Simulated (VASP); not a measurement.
# Interstitial O in GePt

Wanted: what interstitial O costs in GePt and how the lattice relaxes round it. The start is a cell from a database of measured crystal structures.

Calculated with VASP 6.6.1; PBEsol; plane waves and PAW (Pt, Ge), in the first sound run; inputs show where later runs differ.

## Step 1: The host crystal

Symmetry: Pnma, No. 62, orthorhombic system. Conventional cell: a = 5.719 Å, b = 3.697 Å, c = 6.084 Å, α = 90.00°, β = 90.00°, γ = 90.00°. Nearest to Pt lie 6 Ge at 2.48 to 2.65 Å. Nearest to Ge lie 6 Pt at 2.48 to 2.65 Å. Farther neighbours are not listed.

## Step 2: Relaxing the host crystal

Cell and atoms are relaxed first, so that later runs start from this functional's own cell.

INCAR

```
SYSTEM = GePt
PREC = Accurate
ENCUT = 400
EDIFF = 1E-06
NELM = 120
ISMEAR = 0
SIGMA = 0.05
LREAL = .FALSE.
ALGO = Normal
GGA = PS
NBANDS = 36
LASPH = .TRUE.
LORBIT = 11
LWAVE = .FALSE.
LCHARG = .FALSE.
KPAR = 4
IBRION = 2
NSW = 40
ISIF = 3
EDIFFG = -0.02
POTIM = 0.4
```

POSCAR

```
GePt
1.0
    5.7190000000      0.0000000000      0.0000000000
    0.0000000000      3.6970000000      0.0000000000
    0.0000000000      0.0000000000      6.0840000000
Pt Ge
4 4
Direct
    0.0005000000      0.7500000000      0.8092000000
    0.4995000000      0.2500000000      0.3092000000
    0.5005000000      0.7500000000      0.6908000000
    0.9995000000      0.2500000000      0.1908000000
    0.8150000000      0.7500000000      0.4100000000
    0.6850000000      0.2500000000      0.9100000000
    0.3150000000      0.7500000000      0.0900000000
    0.1850000000      0.2500000000      0.5900000000
```

KPOINTS

```
Automatic mesh
0
Gamma
4 5 3
0 0 0
```

The projector-augmented-wave data sets are Pt and Ge (PBE family, release 64).

Launch:

```bash
mpirun -np 4 vasp_std
```

The log of the run:

```text
[banner, memory and clock lines left out]
running    4 mpi-ranks, on    1 nodes
 distrk:  each k-point on    1 cores,    4 groups
 distr:  one band on    1 cores,    1 groups

 POSCAR found type information on POSCAR PtGe
 POSCAR found :  2 types and       8 ions
|                                                                             |
|               ----> ADVICE to this user running VASP <----                  |
|                                                                             |
|     You enforced a specific xc type in the INCAR file but a different       |
|     [... a line on the potential file left out ...]
|     I HOPE YOU KNOW WHAT YOU ARE DOING!                                     |
|                                                                             |

 LDA part: xc-table for (Slater+PW92), standard interpolation
 POSCAR, INCAR and KPOINTS ok, starting setup
 FFT: planning ... GRIDC
 FFT: planning ... GRID_SOFT
 FFT: planning ... GRID
 WAVECAR not read
 entering main loop
       N       E                     dE             d eps       ncg     rms          rms(c)
DAV:   1     0.239244855702E+03    0.23924E+03   -0.22415E+04  1296   0.115E+03
DAV:   2    -0.405923286972E+02   -0.27984E+03   -0.27060E+03  1456   0.243E+02
DAV:   3    -0.535351244695E+02   -0.12943E+02   -0.12662E+02  1608   0.472E+01
DAV:   4    -0.537234152384E+02   -0.18829E+00   -0.18752E+00  1504   0.583E+00
DAV:   5    -0.537262435866E+02   -0.28283E-02   -0.28269E-02  1524   0.714E-01    0.221E+01
DAV:   6    -0.518320754590E+02    0.18942E+01   -0.94096E+00  1436   0.181E+01    0.990E+00
DAV:   7    -0.515975117578E+02    0.23456E+00   -0.75594E-01  1420   0.523E+00    0.543E+00
DAV:   8    -0.515229404538E+02    0.74571E-01   -0.13657E-01  1476   0.185E+00    0.555E-01
DAV:   9    -0.515214143867E+02    0.15261E-02   -0.65561E-03  1500   0.421E-01    0.270E-01
DAV:  10    -0.515212707910E+02    0.14360E-03   -0.13514E-03  1436   0.178E-01    0.654E-02
DAV:  11    -0.515212333282E+02    0.37463E-04   -0.16062E-04  1516   0.667E-02    0.146E-02
DAV:  12    -0.515212355066E+02   -0.21785E-05   -0.80039E-06  1444   0.148E-02    0.952E-03
DAV:  13    -0.515212342533E+02    0.12533E-05   -0.68899E-07   824   0.409E-03    0.119E-03
DAV:  14    -0.515212342225E+02    0.30845E-07   -0.11356E-07   752   0.188E-03
   1 F= -.51521234E+02 E0= -.51518239E+02  d E =-.515212E+02
 curvature:   0.00 expect dE= 0.000E+00 dE for cont linesearch  0.000E+00
 trial: gam= 0.00000 g(F)=  0.118E-02 g(S)=  0.347E-01 ort = 0.000E+00 (trialstep = 0.100E+01)
 search vector abs. value=  0.359E-01
 bond charge predicted
       N       E                     dE             d eps       ncg     rms          rms(c)
DAV:   1    -0.517778892560E+02   -0.25666E+00   -0.44296E+00  1344   0.135E+01    0.315E+00
DAV:   2    -0.515335079841E+02    0.24438E+00   -0.11211E+00  1344   0.687E+00    0.118E+00
DAV:   3    -0.515228111027E+02    0.10697E-01   -0.45680E-02  1364   0.118E+00    0.632E-01
DAV:   4    -0.515197861788E+02    0.30249E-02   -0.17966E-02  1408   0.441E-01    0.113E-01
DAV:   5    -0.515195549671E+02    0.23121E-03   -0.16967E-03  1428   0.228E-01    0.884E-02
DAV:   6    -0.515195836223E+02   -0.28655E-04   -0.17308E-04  1496   0.733E-02    0.159E-02
DAV:   7    -0.515195820262E+02    0.15962E-05   -0.13399E-05  1488   0.210E-02    0.324E-03
DAV:   8    -0.515195823090E+02   -0.28281E-06   -0.16176E-06   768   0.559E-03
   2 F= -.51519582E+02 E0= -.51516878E+02  d E =0.165191E-02
[...]
3 F= -.51529661E+02 E0= -.51526774E+02  d E =-.842636E-02
[...]
4 F= -.51530577E+02 E0= -.51527728E+02  d E =-.916782E-03
[...]
5 F= -.51531468E+02 E0= -.51528679E+02  d E =-.180771E-02
[...]
6 F= -.51531509E+02 E0= -.51528735E+02  d E =-.184846E-02
 curvature:  -1.59 expect dE=-0.646E-03 dE for cont linesearch -0.101E-06
 trial: gam= 0.35957 g(F)=  0.382E-04 g(S)=  0.369E-03 ort =-0.881E-05 (trialstep = 0.134E+01)
 search vector abs. value=  0.559E-03
 bond charge predicted
       N       E                     dE             d eps       ncg     rms          rms(c)
DAV:   1    -0.515325466155E+02   -0.10370E-02   -0.87028E-02  1304   0.138E+00    0.137E-01
DAV:   2    -0.515320588007E+02    0.48781E-03   -0.18057E-03  1556   0.239E-01    0.620E-02
DAV:   3    -0.515319112541E+02    0.14755E-03   -0.26241E-04  1496   0.799E-02    0.230E-02
DAV:   4    -0.515318971153E+02    0.14139E-04   -0.51351E-05  1536   0.357E-02    0.983E-03
DAV:   5    -0.515318968458E+02    0.26948E-06   -0.25512E-06   964   0.734E-03
   7 F= -.51531897E+02 E0= -.51529251E+02  d E =-.387807E-03
 trial-energy change:   -0.000388  1 .order   -0.000400   -0.000540   -0.000259
 step:   2.5711(harm=  2.5711)  dis= 0.00270  next Energy=   -51.532028 (dE=-0.519E-03)
 reached required accuracy - stopping structural energy minimisation
```

It took 32 s on 4 MPI ranks of Intel Xeon 6975P-C (Granite Rapids), shared host; peak memory 0.86 GiB; 2 min of CPU time.

Lines that name or quote the potential files are left out of all logs, and their timing lines are given in words.

OUTCAR, selected parts (step 2):

```text
ion  position               nearest neighbor table
   1  0.001  0.750  0.809-   7 2.48   8 2.51   8 2.51   5 2.65   6 2.65   6 2.65   3 2.95   3 2.95
                             4 2.97   4 2.97
   2  0.499  0.250  0.309-   8 2.48   7 2.51   7 2.51   6 2.65   5 2.65   5 2.65   4 2.95   4 2.95
                             3 2.97   3 2.97
   3  0.501  0.750  0.691-   5 2.48   6 2.51   6 2.51   7 2.65   8 2.65   8 2.65   1 2.95   1 2.95
                             2 2.97   2 2.97
   4  0.999  0.250  0.191-   6 2.48   5 2.51   5 2.51   8 2.65   7 2.65   7 2.65   2 2.95   2 2.95
                             1 2.97   1 2.97
   5  0.815  0.750  0.410-   3 2.48   4 2.51   4 2.51   1 2.65   2 2.65   2 2.65
   6  0.685  0.250  0.910-   4 2.48   3 2.51   3 2.51   2 2.65   1 2.65   1 2.65
   7  0.315  0.750  0.090-   1 2.48   2 2.51   2 2.51   3 2.65   4 2.65   4 2.65
   8  0.185  0.250  0.590-   2 2.48   1 2.51   1 2.51   4 2.65   3 2.65   3 2.65

  LATTYP: Found a simple orthorhombic cell.
 ALAT       =     3.6970000000
 B/A-ratio  =     1.5469299432
 C/A-ratio  =     1.6456586421

 Subroutine GETGRP returns: Found  8 space group operations
 (whereof  2 operations were pure point group operations)

The static configuration has the point symmetry S_2 .
 The point group associated with its full space group is D_2h.

 Found     18 irreducible k-points:

   k-points           NKPTS =     18   k-points in BZ     NKDIM =     18   number of bands    NBANDS=     36

   dimension x,y,z NGX =    40 NGY =   24 NGZ =   40
   dimension x,y,z NGXF=    80 NGYF=   48 NGZF=   80

   ENCUT  =  400.0 eV  29.40 Ry    5.42 a.u.   9.33  6.03  9.92*2*pi/ulx,y,z

   NELECT =      56.0000    total number of electrons

 k-points in reciprocal lattice and weights: Automatic mesh
   0.00000000  0.00000000  0.00000000       0.017
   0.25000000  0.00000000  0.00000000       0.033
   0.50000000  0.00000000  0.00000000       0.017
   0.00000000  0.20000000  0.00000000       0.033
   0.25000000  0.20000000  0.00000000       0.067
   0.50000000  0.20000000  0.00000000       0.033
   0.00000000  0.40000000  0.00000000       0.033
   0.25000000  0.40000000  0.00000000       0.067
   0.50000000  0.40000000  0.00000000       0.033
[...]
0.25000000  0.40000000  0.33333333       0.133
   0.50000000  0.40000000  0.33333333       0.067

 average (electrostatic) potential at core
       1 -65.8544       2 -65.8544       3 -65.8544       4 -65.8544       5 -28.2846
       6 -28.2846       7 -28.2846       8 -28.2846

 E-fermi :   8.6653

 k-point     1 :       0.0000    0.0000    0.0000
  band No.  band energies     occupation
    ...
     24       6.0022      2.00000
     25       6.1653      2.00000
     26       7.1694      2.00000
     27       7.2669      2.00000
     28       7.7254      2.00000
     29       9.3307      0.00000
     30       9.6082      0.00000
     31      11.6726      0.00000
     32      11.8813      0.00000
     33      12.0896      0.00000
    ...

 k-point     2 :       0.2500    0.0000    0.0000
  band No.  band energies     occupation
    ...
     24       6.0311      2.00000
     25       6.0515      2.00000
     26       6.8086      2.00000
     27       7.8639      2.00000
     28       8.1765      2.00000
     29       9.8236      0.00000
     30      10.4193      0.00000
     31      10.9644      0.00000
     32      11.4533      0.00000
     33      11.7033      0.00000
    ...

 k-point     3 :       0.5000    0.0000    0.0000
  band No.  band energies     occupation
    ...
     22       5.2771      2.00000
     23       5.9965      2.00000
     24       5.9965      2.00000
     25       6.2117      2.00000
     26       6.2117      2.00000
     27       8.7306      0.06468
     28       8.7306      0.06468
     29       9.9681      0.00000
     30       9.9681      0.00000
     31      10.9511      0.00000
    ...

  Total        0.0760258     -0.1527477     -0.0036685      0.0000000      0.0000000      0.0000000
  in kB        0.9366695     -1.8819149     -0.0451979      0.0000000      0.0000000      0.0000000
  external PRESSURE =      -0.3301478 kB  Pullay stress =       0.0000000 kB

  energy-cutoff  :      400.00
  volume of cell :      130.04
      direct lattice vectors                 reciprocal lattice vectors
     5.722803543 -0.000000000  0.000000000     0.174739530 -0.000000000  0.000000000
     0.000000000  3.709262233  0.000000000     0.000000000  0.269595390  0.000000000
     0.000000000  0.000000000  6.126169496     0.000000000  0.000000000  0.163234139

 POSITION                                       TOTAL-FORCE (eV/Angst)
 -----------------------------------------------------------------------------------
      0.00317      2.78195      4.95151        -0.002071      0.000000     -0.000203
      2.85823      0.92732      1.88843         0.002071     -0.000000     -0.000203
      2.86458      2.78195      4.23774        -0.002071      0.000000      0.000203
      5.71963      0.92732      1.17466         0.002071     -0.000000      0.000203
      4.66371      2.78195      2.52301        -0.009455      0.000000      0.008009
      3.92049      0.92732      5.58609         0.009455     -0.000000      0.008009
      1.80231      2.78195      0.54007        -0.009455      0.000000     -0.008009
      1.05909      0.92732      3.60316         0.009455     -0.000000     -0.008009
 -----------------------------------------------------------------------------------
    total drift:                                0.000000      0.000000     -0.000000

  FREE ENERGIE OF THE ION-ELECTRON SYSTEM (eV)
  ---------------------------------------------------
  free  energy   TOTEN  =       -51.5318968458 eV

  energy  without entropy=      -51.5266043776  energy(sigma->0) =      -51.52925061

 reached required accuracy - stopping structural energy minimisation

 total charge
# of ion       s       p       d       tot
------------------------------------------
    1        0.649   0.622   8.177   9.448
    2        0.649   0.622   8.177   9.448
    3        0.649   0.622   8.177   9.448
    4        0.649   0.622   8.177   9.448
    5        1.125   1.135   0.125   2.385
    6        1.125   1.135   0.125   2.385
    7        1.125   1.135   0.125   2.385
    8        1.125   1.135   0.125   2.385
--------------------------------------------------
tot          7.094   7.030  33.209  47.333

[... 3 further parts left out ...]
```

The k-mesh is coarse for a metal. The PAW data sets were made with PBE, which is usual practice but a small mismatch for other functionals. The data set Ge keeps the semicore shell frozen, which is cheaper and a little less accurate. The run keeps the 8 symmetry operations of its start, so it cannot find a distortion of lower symmetry.

The steps of the relaxation:

```
step  energy less that of the first step (eV)  largest force (eV/Å)  pressure (GPa)  volume (Å³)
   1                                   0.0000                0.0824            1.92       128.63
   2                                   0.0017                0.0702           -2.13       131.52
   3                                  -0.0084                0.0683           -0.06       130.00
   4                                  -0.0093                0.0487           -0.04       129.99
   5                                  -0.0102                0.0179            0.00       129.99
   6                                  -0.0103                0.0156            0.03       129.99
   7                                  -0.0107                0.0124           -0.03       130.04
```

```
conventional cell, symmetrised  before  after  change
                         a (Å)   5.719  5.723  +0.1 %
                         b (Å)   3.697  3.709  +0.3 %
                         c (Å)   6.084  6.126  +0.7 %
              volume (Å³/atom)   16.08  16.26  +1.1 %
```

The atoms that moved most (Å, as changes of fractional coordinates times the final cell):

```
atom     dx     dy      dz  length
 Ge8  0.000  0.000  -0.011   0.011
 Ge5  0.000  0.000   0.011   0.011
 Ge6  0.000  0.000   0.011   0.011
 Ge7  0.000  0.000  -0.011   0.011
 Pt1  0.000  0.000  -0.006   0.006
 Pt2  0.000  0.000  -0.006   0.006
 Pt3  0.000  0.000   0.006   0.006
 Pt4  0.000  0.000   0.006   0.006
```

The relaxed structure:

```cif
data_structure
_symmetry_space_group_name_H-M 'P 1'
_symmetry_Int_Tables_number 1
_cell_length_a 5.7228
_cell_length_b 3.7093
_cell_length_c 6.1262
_cell_angle_alpha 90.000
_cell_angle_beta 90.000
_cell_angle_gamma 90.000
_cell_volume 130.04
loop_
_atom_site_label
_atom_site_type_symbol
_atom_site_fract_x
_atom_site_fract_y
_atom_site_fract_z
_atom_site_occupancy
Pt1 Pt 0.00055 0.75000 0.80826 1
Pt2 Pt 0.49945 0.25000 0.30826 1
Pt3 Pt 0.50055 0.75000 0.69174 1
Pt4 Pt 0.99945 0.25000 0.19174 1
Ge5 Ge 0.81493 0.75000 0.41184 1
Ge6 Ge 0.68507 0.25000 0.91184 1
Ge7 Ge 0.31493 0.75000 0.08816 1
Ge8 Ge 0.18507 0.25000 0.58816 1
```

This step gave:

* electronic cycles: 49
* electrons: 56
* free energy (TOTEN): -51.5319 eV
* energy at zero smearing: -51.5293 eV
* Fermi energy: 8.665 eV
* labelled metallic, from the levels on this mesh: yes

The run ended after 7 ionic steps, 0.011 eV below its first step, once forces and stress met EDIFFG = -0.02.

(Continued in part 2 of 6.)

[Lines on the potential files, build, host, timing and source positions are cut from VASP's logs without a mark.]

[Logs are printed without paths, hosts, clocks, repeated set-up lines and the standing remarks that a program may print on its own settings, such as how far it seeks lower states.]

[Hosts, paths, dates, database ids (printed as entryN), source tags and the programs' standing remarks are cut or masked in the printed files.]

[In band tables of VASP the shares of atoms and orbitals are scaled to a sum of 1 inside the atoms' spheres.]

[Runs that stopped without an error message from VASP are left out.]
